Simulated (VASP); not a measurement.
The system is CO, in a box.

```
CELL_PARAMETERS angstrom
12.00000 0.00000 0.00000
0.00000 12.50000 0.00000
0.00000 0.00000 14.00000
ATOMIC_POSITIONS crystal
C 0.50000 0.49600 0.42874
O 0.50000 0.49600 0.50983
```

Base run:

| Property | Result |
| --- | --- |
| Program | VASP 6.6.1 |
| Functional | PBE |
| Potentials or basis | VASP PAW PBE potentials, release 64 (C, O) |
| Cutoff | 520 eV |
| k mesh | 1 × 1 × 1 |
| Occupations | gaussian, width 0.01 eV |
| Spin | no spin polarisation |

Its results: gap between the frontier levels 6.97 eV; largest force 0.939 eV/Å.

The run is repeated on the same cell with these changes: functional from PBE to r2SCAN; further incar settings from ALGO = Fast; EDIFF = 1e-06; NBANDS = 12 to ALGO = Normal; EDIFF = 1e-07; NBANDS = 12. What comes out?

Gap between the frontier levels 7.76 eV; largest force 0.060 eV/Å.

Caveats: the standard files for N, O and F lose accuracy on very short bonds; the PAW data sets were made with another functional, which shifts forces and pressure a little (some runs).

A k mesh can miss the band edges.

Not every run made on this cell is shown here.
